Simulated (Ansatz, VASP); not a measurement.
# K2Li2Mg2Si7O18 (glassy 64SiO2-18MgO-9Li2O-9K2O (mol %)): VASP beside Ansatz

Aim: how closely do two programs agree when they are given the same cell, functional and k mesh? Of the first pair: The structure shown is the start of the Ansatz relaxation below; VASP solves that cell, so the two are compared at the walk's first step.

Main program and level: Ansatz 0.2.0; plane waves, with VASP 6.6.1 beside it; single point at PBE.

### 1. The structure

The cell holds 155 atoms: 35 Si, 10 Mg, 10 Li, 10 K and 90 O. Cell: a = 12.703 Å, b = 13.217 Å, c = 13.201 Å, α = 90.5°, β = 90.0°, γ = 90.1°. As first built, before any earlier steps moved the atoms (in the runner's words): 155 atoms (35 Si, 10 Mg, 10 Li, 10 K, 90 O) placed at random at 2.4 g/cm^3, melted at 4000 K for 10 ps at fixed volume with the Morse and Coulomb pair potential with partial charges (Pedone, Malavasi, Menziani, Cormack and Segre, J. Phys. Chem. B 110, 11780 (2006)). Quenched from 4000 K to 300 K at 50 K/ps and fixed volume, held 10 ps at zero pressure.

### 2. Ansatz: relaxation, PBE

Ansatz runs on its default PAW (the set named soft_2) files.

The two programs are compared at the cell with which this relaxation starts, whose forces are those of its first step.

File input.yaml:

```yaml
crystal:
  lattice:
    - [12.70332, -0.01211, 0.00327]
    - [-0.01211, 13.2166, -0.05516]
    - [0.00327, -0.05516, 13.20087]
  atoms:
    - { symbol: Si, position: [0.62491, 0.80326, 0.78513] }
    - { symbol: Si, position: [0.57945, 0.2031, 0.29117] }
    - { symbol: Si, position: [0.06007, 0.81828, 0.1713] }
    - { symbol: Si, position: [0.88614, 0.26463, 0.44756] }
    - { symbol: Si, position: [0.00241, 0.84033, 0.40136] }
    - { symbol: Si, position: [0.60837, 0.06542, 0.49036] }
    - { symbol: Si, position: [0.0589, 0.99021, 0.0006] }
    - { symbol: Si, position: [0.51075, 0.12121, 0.8775] }
    - { symbol: Si, position: [0.27174, 0.28192, 0.06603] }
    - { symbol: Si, position: [0.38504, 0.34, 0.27143] }
    - { symbol: Si, position: [0.48194, 0.77498, 0.24189] }
    - { symbol: Si, position: [0.81779, 0.46212, 0.3118] }
    - { symbol: Si, position: [0.06726, 0.26065, 0.61694] }
    - { symbol: Si, position: [0.91981, 0.92775, 0.82024] }
    - { symbol: Si, position: [0.31464, 0.64594, 0.59941] }
    - { symbol: Si, position: [0.27003, 0.05308, 0.09637] }
    - { symbol: Si, position: [0.69624, 0.67136, 0.60269] }
    - { symbol: Si, position: [0.38675, 0.3305, 0.85679] }
    - { symbol: Si, position: [0.15676, 0.59845, 0.88288] }
    - { symbol: Si, position: [0.65659, 0.19572, 0.06897] }
    - { symbol: Si, position: [0.79344, 0.49178, 0.87525] }
    - { symbol: Si, position: [0.49732, 0.72272, 0.4685] }
    - { symbol: Si, position: [0.70668, 0.43906, 0.08854] }
    - { symbol: Si, position: [0.23158, 0.44027, 0.7003] }
    - { symbol: Si, position: [0.58971, 0.46149, 0.61808] }
    - { symbol: Si, position: [0.70958, 0.25572, 0.61875] }
    - { symbol: Si, position: [0.85254, 0.75772, 0.08593] }
    - { symbol: Si, position: [0.39119, 0.95051, 0.51292] }
    - { symbol: Si, position: [0.87223, 0.27467, 0.78251] }
    - { symbol: Si, position: [0.04465, 0.31334, 0.15708] }
[... 119 atom lines left out ...]
    - { symbol: O, position: [0.64627, 0.69772, 0.71568] }
    - { symbol: O, position: [0.5038, 0.61739, 0.89921] }
    - { symbol: O, position: [0.22682, 0.70186, 0.52864] }
    - { symbol: O, position: [0.80217, 0.46373, 0.99805] }
    - { symbol: O, position: [0.42717, 0.63526, 0.52756] }
    - { symbol: O, position: [0.80032, 0.2985, 0.54032] }
kpoints:
  mp_grid: { grid: [1, 1, 1] }
hamiltonian:
  xc: pbe
scf:
  occupations: { method: fixed }
output:
  forces: true
  eigenvalues: true
  stress: true
relax:
  f_tol: 0.05
  max_steps: 70
```

Started as:

```console
> ansatz run input.yaml --threads 4 --pin off --max-ram 8192MiB --backend cpu --events-out ev --progress --plain --runs-dir out
```

Numbers of over 12 decimals in the logs are rounded to 6 here.

The log of the run:

```text
Warning: output.stress: scf.convergence.dr2_threshold = 1e-7 eV (the SCF's general default) is looser than the 1.08e-8 eV advised for a printed stress (1e-10 eV for each atom of the cell: 155, of which 108 are counted). What an SCF threshold leaves in a stress goes as its square root, and in the free energy as the threshold itself, and one threshold admits the most on a small cell: [figures from the program's tests c [...]
Engine: ansatz 0.2.0, x86_64-unknown-linux-gnu
Pseudopotentials: kind: paw
Pseudopotential: Si, paw, valence charge 4, recommended cutoff 420 eV (normal), Si.paw.azcp
Pseudopotential: Mg, paw, valence charge 10, recommended cutoff 420 eV (normal), Mg.paw.azcp
Pseudopotential: Li, paw, valence charge 3, recommended cutoff 420 eV (normal), Li.paw.azcp
Pseudopotential: K, paw, valence charge 9, recommended cutoff 420 eV (normal), K.paw.azcp
Pseudopotential: O, paw, valence charge 6, recommended cutoff 420 eV (normal), O.paw.azcp
Functional definition: PBE
  parameter kappa = 0.804
  parameter beta = 0.066725
  exchange = pbe_x(kappa = kappa, mu = beta*pi^2/3)
  correlation = pbe_c(beta = beta)
Crystal: 155 atoms, lattice volume = 2216.315 Å³
Basis set: ecut = 420 eV, 43311 PW (Γ), exchange–correlation on 180×180×180 points (8 copies of the dense FFT grid, shifted against one another)
Bands: 605, of which v1, the nominal top of the filled ones, is band 450 counted from 1 (449 counted from 0)
Symmetry: 1 space group operations
Space group: P1 (ITA 1), of the structure as read, at distance tolerance 1.3e-4 Å
k-points: 1
Non-local potential: Si, projectors of the file, l = 0: 2, l = 1: 2, l = 2: 2
Non-local potential: Mg, projectors of the file, l = 0: 3, l = 1: 2, l = 2: 1
Non-local potential: Li, projectors of the file, l = 0: 3, l = 1: 2, l = 2: 1
Non-local potential: K, projectors of the file, l = 0: 3, l = 1: 2, l = 2: 2
Non-local potential: O, projectors of the file, l = 0: 2, l = 1: 2, l = 2: 1
PAW form: soft (Blöchl's): semilocal exchange-correlation on the pseudo side does not see the compensation charge
PAW one-centre angular grid: Si, 110 points (default); XC on 64 Gauss nodes
PAW one-centre angular grid: Mg, 110 points (default); XC on 64 Gauss nodes
PAW one-centre angular grid: Li, 110 points (default); XC on 64 Gauss nodes
PAW one-centre angular grid: K, 110 points (default); XC on 64 Gauss nodes
PAW one-centre angular grid: O, 110 points (default); XC on 64 Gauss nodes
Initial density: superposition of atomic densities (neutral atoms: chi_scale 0, normalization atom), corrected by the library's trained network
Initial wavefunctions: pseudopotential atomic-orbital guess
Functional: x = pbe(κ = 0.804, μ = 0.219515), c = pbe(β = 0.066725)
SCF iter   1: F=—  HF=-110159.915155 eV  |F-HF|=—  |Δ(HF+E_count)|=         —  Δρ=1.74e-3  dr2=1.26e-1  ethr=1.77e-3  ⟨swp⟩=5.0  Hψ=2125  notcnv=0  defer=153
preconditioner: auto → Resta (q_TF=auto, 2.348 Å⁻¹)  ε∞=3.1  [insulator: Δε(μ)=3.512 eV  Ē_g=15.259 eV  n_scr=468 (ndim 8)  ℏωp=22.0 eV  f_vac=0.138  ε∞_Penn≈3.1]
SCF iter   2: F=—  HF=-110159.910104 eV  |F-HF|=—  |Δ(HF+E_count)|=   5.05e-3  Δρ=9.69e-4  dr2=3.37e-2  ethr=1.40e-5  ⟨swp⟩=3.0  Hψ=1129  notcnv=0  defer=153
SCF iter   3: F=—  HF=-110159.910300 eV  |F-HF|=—  |Δ(HF+E_count)|=   1.96e-4  Δρ=5.28e-4  dr2=1.03e-2  ethr=3.74e-6  ⟨swp⟩=3.0  Hψ=781  notcnv=0  defer=153
SCF iter   4: F=—  HF=-110159.908922 eV  |F-HF|=—  |Δ(HF+E_count)|=   1.38e-3  Δρ=1.69e-4  dr2=9.22e-4  ethr=1.14e-6  ⟨swp⟩=3.0  Hψ=782  notcnv=0  defer=153
SCF iter   5: F=—  HF=-110159.908893 eV  |F-HF|=—  |Δ(HF+E_count)|=   2.85e-5  Δρ=1.02e-4  dr2=2.27e-4  ethr=1.02e-7  ⟨swp⟩=2.0  Hψ=1035  notcnv=0  defer=153
SCF iter   6: F=-110159.908878 eV  HF=-110159.908893 eV  |F-HF|=1.55e-5  |Δ(HF+E_count)|=   6.68e-8  Δρ=4.71e-5  dr2=4.66e-5  ethr=6.94e-9  ⟨swp⟩=16.0  Hψ=4069  notcnv=0
SCF 1 converged in 6 iterations: F = -110159.908878 eV  dr2 = 4.66e-5
[...]
- { symbol: Li, position: [0.810900, 0.830457, 0.687221] }
    - { symbol: Li, position: [0.911120, 0.503762, 0.130394] }
    - { symbol: Li, position: [0.544186, 0.966148, 0.726583] }
    - { symbol: Li, position: [0.045284, 0.375500, 0.359186] }
    - { symbol: Li, position: [0.848538, 0.019461, 0.443328] }
    - { symbol: Li, position: [0.524311, 0.993144, 0.143533] }
    - { symbol: Li, position: [0.773915, 0.852120, 0.491359] }
    - { symbol: K, position: [0.027626, 0.706724, 0.610031] }
    - { symbol: K, position: [0.254620, 0.052917, 0.761315] }
    - { symbol: K, position: [0.219853, 0.158480, 0.373554] }
    - { symbol: K, position: [1.007479, 0.069201, 0.259061] }
    - { symbol: K, position: [0.257206, 0.512167, 0.413921] }
    - { symbol: K, position: [0.891216, 0.489580, 0.559536] }
    - { symbol: K, position: [0.410446, 0.291920, 0.546743] }
    - { symbol: K, position: [0.719624, 0.956805, 0.261237] }
    - { symbol: K, position: [0.748311, 0.687665, 0.310244] }
    - { symbol: K, position: [0.073094, 0.368296, 0.907193] }
    - { symbol: O, position: [0.316022, 0.332126, 0.365433] }
    - { symbol: O, position: [0.344023, 0.987188, 0.414959] }
    - { symbol: O, position: [0.892701, 0.149191, 0.413904] }
    - { symbol: O, position: [0.612455, 0.704654, 0.514165] }
    - { symbol: O, position: [0.048419, 0.508186, 0.428839] }
    - { symbol: O, position: [0.523806, 0.503160, 0.710760] }
    - { symbol: O, position: [0.172203, 0.506874, 0.789807] }
    - { symbol: O, position: [0.042980, 0.435306, 0.147925] }
    - { symbol: O, position: [0.050354, 0.663871, 0.830407] }
    - { symbol: O, position: [0.781617, 0.214257, 0.720519] }
    - { symbol: O, position: [0.176230, 0.023135, 1.011399] }
    - { symbol: O, position: [0.381555, 0.823900, 0.959669] }
    - { symbol: O, position: [0.153395, 0.361955, 0.642971] }
    - { symbol: O, position: [0.314109, 0.162509, 0.070132] }
    - { symbol: O, position: [0.254245, 0.670834, 0.895827] }
    - { symbol: O, position: [0.428100, 0.026813, 0.896043] }
    - { symbol: O, position: [0.645411, 0.166145, 0.568649] }
    - { symbol: O, position: [0.909998, 0.542293, 0.285321] }
    - { symbol: O, position: [0.358804, 0.695152, 0.699989] }
    - { symbol: O, position: [0.919810, 0.733791, 0.983470] }
    - { symbol: O, position: [0.562009, 0.937261, 0.017637] }
    - { symbol: O, position: [0.569353, 0.161345, 0.988378] }
    - { symbol: O, position: [0.698540, 0.546412, 0.606661] }
    - { symbol: O, position: [0.462264, 0.234479, 0.263177] }
[...]
- { symbol: O, position: [0.710273, 0.987743, 0.484125] }
    - { symbol: O, position: [0.588218, 0.111515, 0.374655] }
    - { symbol: O, position: [0.645717, 0.699750, 0.718551] }
    - { symbol: O, position: [0.498193, 0.613567, 0.894083] }
    - { symbol: O, position: [0.217375, 0.695069, 0.547233] }
    - { symbol: O, position: [0.794185, 0.466026, 1.003051] }
    - { symbol: O, position: [0.411381, 0.637542, 0.508934] }
    - { symbol: O, position: [0.804745, 0.295533, 0.537006] }
```

### 3. VASP: single point, PBE, start cell, pair 1

The same cell, functional and mesh now go to VASP, with its own data sets.

Lines of VASP's logs that name or quote its potential files are left out, and so is its time.

File INCAR:

```
SYSTEM = K2Li2Mg2Si7O18
PREC = Accurate
ENCUT = 650
EDIFF = 1E-06
NELM = 120
ISMEAR = 0
SIGMA = 0.01
LREAL = Auto
ALGO = Normal
GGA = PE
NBANDS = 518
LORBIT = 11
LWAVE = .FALSE.
LCHARG = .FALSE.
ISIF = 2
LASPH = .TRUE.
GGA_COMPAT = .FALSE.
EFERMI = MIDGAP
```

File POSCAR:

```
K2Li2Mg2Si7O18
1.0
   12.7033200000     -0.0121100000      0.0032700000
   -0.0121100000     13.2166000000     -0.0551600000
    0.0032700000     -0.0551600000     13.2008700000
Si Mg Li K O
35 10 10 10 90
Direct
    0.6249122372      0.8032606959      0.7851273740
    0.5794475303      0.2030989885      0.2911708203
    0.0600669124      0.8182797730      0.1713023379
    0.8861416663      0.2646307417      0.4475613614
    0.0024138496      0.8403271969      0.4013632855
    0.6083676343      0.0654189246      0.4903630704
    0.0588971634      0.9902127907      0.0006005319
    0.5107482488      0.1212102857      0.8774963932
    0.2717398396      0.2819206922      0.0660306598
    0.3850434233      0.3399993103      0.2714287217
    0.4819365335      0.7749783575      0.2418910173
    0.8177922570      0.4621235636      0.3117988856
    0.0672610868      0.2606528908      0.6169409796
    0.9198109514      0.9277486863      0.8202388809
    0.3146391896      0.6459432533      0.5994075663
    0.2700339533      0.0530836815      0.0963682761
    0.6962399868      0.6713584389      0.6026917489
    0.3867493391      0.3304968024      0.8567894035
    0.1567590386      0.5984518008      0.8828810525
    0.6565877773      0.1957202004      0.0689688546
    0.7934377329      0.4917820921      0.8752477798
    0.4973203937      0.7227172753      0.4685023674
    0.7066835642      0.4390570809      0.0885401896
    0.2315805366      0.4402669987      0.7002968637
    0.5897094240      0.4614904601      0.6180825555
    0.7095761912      0.2557180677      0.6187535439
    0.8525405163      0.7577186255      0.0859267572
    0.3911917086      0.9505114655      0.5129170286
    0.8722261165      0.2746716895      0.7825089340
    0.0446482415      0.3133412082      0.1570834272
[... 119 atom lines left out ...]
    0.6462727175      0.6977212872      0.7156780572
    0.5038002815      0.6173903463      0.8992064784
    0.2268203024      0.7018602689      0.5286373481
    0.8021723589      0.4637324927      0.9980521269
    0.4271692656      0.6352596886      0.5275594776
    0.8003221234      0.2985030765      0.5403165380
```

File KPOINTS:

```
Automatic mesh
0
Gamma
1 1 1
0 0 0
```

Potentials, in the order of the species: Si, Mg, Li_sv, K_sv and O (PBE family, release 64).

Started as:

```console
> export OMP_NUM_THREADS=3
> mpirun -np 1 vasp_gam
```

The log of the run:

```text
[banner, memory and clock lines left out]
running    1 mpi-ranks, on    1 nodes
[...]
Offloading initialized ...    1 GPUs detected
[...]
LDA part: xc-table for (Slater+PW92), standard interpolation
 POSCAR, INCAR and KPOINTS ok, starting setup
[...]
entering main loop
       N       E                     dE             d eps       ncg     rms          rms(c)
DAV:   1     0.936535578893E+04    0.93654E+04   -0.51961E+05  1036   0.187E+03
DAV:   2    -0.193044609026E+03   -0.95584E+04   -0.91451E+04  1268   0.443E+02
DAV:   3    -0.118747175311E+04   -0.99443E+03   -0.98609E+03  1282   0.151E+02
DAV:   4    -0.123015148635E+04   -0.42680E+02   -0.42473E+02  1392   0.313E+01
[...]
DAV:  19    -0.108047504317E+04   -0.31414E-06   -0.11307E-05  1200   0.708E-03    0.137E-02
DAV:  20    -0.108047504362E+04   -0.44981E-06   -0.15534E-05  1216   0.928E-03    0.691E-03
DAV:  21    -0.108047504360E+04    0.20234E-07   -0.58645E-06  1216   0.465E-03
   1 F= -.10804750E+04 E0= -.10804750E+04  d E =0.000000E+00
```

From OUTCAR (step 3):

```text
  Total     -100.2246616   -101.2135909    -98.7714817     -1.2243780     -0.5706765      0.2488802
  in kB      -72.4525411    -73.1674394    -71.4020354     -0.8851045     -0.4125428      0.1799158
  external PRESSURE =     -72.3406720 kB  Pullay stress =       0.0000000 kB

 POSITION                                       TOTAL-FORCE (eV/Angst)
[...]
0.48210      5.76420      1.98140         0.164626     -0.721055     -0.060802
      0.75650      8.80080     10.88140        -0.322971     -0.214057      0.504154
      9.88060      2.68310      9.51400         0.171644      0.555104     -0.138751
      2.36330      0.25960     13.19200        -0.384950     -0.051948      0.516995
      4.93030     10.82670     12.69750         0.262089      0.498054      0.109632
      1.93360      4.69780      8.40870         0.002700     -0.038585      0.268203
      4.05690      2.19110      0.91130        -0.660035      0.030412      0.128649
      3.33960      8.72040     11.92530        -0.535039     -0.288503     -0.029864
      5.38590      0.28820     11.88130         0.565790      0.097500      0.314707
      8.08860      2.15170      7.49660         0.333655      0.086459     -0.008771
     11.55060      7.30660      3.86820         0.017218     -0.351336      0.326327
      4.28680      9.24010      9.28900         0.004993     -0.298955     -0.650523
     11.81950      9.62960     12.95180        -0.335662     -0.141259     -0.344344
      7.19880     12.47570      0.28230        -0.704909     -0.103035     -0.268030
[...]
-----------------------------------------------------------------------------------
    total drift:                               -0.010279      0.009951      0.015488

  FREE ENERGIE OF THE ION-ELECTRON SYSTEM (eV)
  ---------------------------------------------------
  free  energy   TOTEN  =     -1080.4750436007 eV

  energy  without entropy=    -1080.4750436007  energy(sigma->0) =    -1080.47504360

[... 3 further parts left out ...]
[key lines of the parts left out:]
E-fermi :   2.8985
```

The run ends at a pressure of -7.23 GPa, with forces up to 1.0 eV/Å.

### 4. Comparison

Known differences besides the potentials themselves: fixed occupations in Ansatz, narrow Gaussian smearing in VASP; the data sets hold 900 valence electrons in Ansatz (on its default PAW (the set named soft_2) files) and 820 in VASP; the cutoff is 420 eV in Ansatz and 650 eV in VASP (PREC = Accurate, projectors in real space). Total energies have different zeros and are not compared.

Forces on 9 of the 155 atoms, those with the largest forces and the largest differences (eV/Å; atoms numbered as in POSCAR):

```
atom          Ansatz x, y, z            VASP x, y, z
 Si2     0.010, 0.452, 0.180    -0.012, 0.344, 0.148
 O66    0.651, 0.143, -0.851    0.612, 0.129, -0.800
 O68     0.102, 0.979, 0.380     0.090, 0.912, 0.359
 O70   -0.258, 0.668, -0.810   -0.248, 0.615, -0.763
 O93  -0.725, -0.674, -0.333  -0.690, -0.583, -0.297
 O99   -0.184, 0.430, -0.952   -0.174, 0.409, -0.882
O118   0.651, -0.533, -0.601   0.564, -0.521, -0.559
O126    -0.462, 1.034, 0.015    -0.435, 0.946, 0.014
O152    0.669, -0.438, 0.674    0.630, -0.403, 0.624
```

The forces differ by 28 meV/Å r.m.s., which is 9.3 % of the r.m.s. force of 0.298 eV/Å (both taken over all components).

(Part 1 of 2 ends here.)

[Lines on the potential files, build, host, timing and source positions are cut from VASP's logs without a mark.]

[Logs are printed without paths, hosts, clocks, repeated set-up lines and the standing remarks that a program may print on its own settings, such as how far it seeks lower states.]

[Hosts, paths, dates, database ids (printed as entryN), source tags and the programs' standing remarks are cut or masked in the printed files.]
